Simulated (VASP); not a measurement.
Data:

```
CdSe
1.0
    0.00000     3.03968     3.03968
    3.03968     0.00000     3.03968
    3.03968     3.03968     0.00000
Cd Se
1 1
Direct
  0.00000   0.00000   0.00000
  0.25000   0.25000   0.25000
```

Computed with PBE GGA, VASP's PBE PAW potentials (set 64) (plane waves; VASP 6.6.1). Run with 520 eV cut-off, 7×7×7 Γ-centred mesh, Gaussian smearing of 0.050 eV, potentials Cd Se.

### Question
Give the stress tensor in GPa (positive for a compressed cell).

### Answer

```
3.24  0.00  0.00
0.00  3.24  0.00
0.00  0.00  3.24
```
The pressure is its mean diagonal, 3.24 GPa.

The compound is CdSe in the zinc blende structure, whereas wurtzite is the usual form. This cell is one point of a volume scan, at 0.94 of the reference volume.
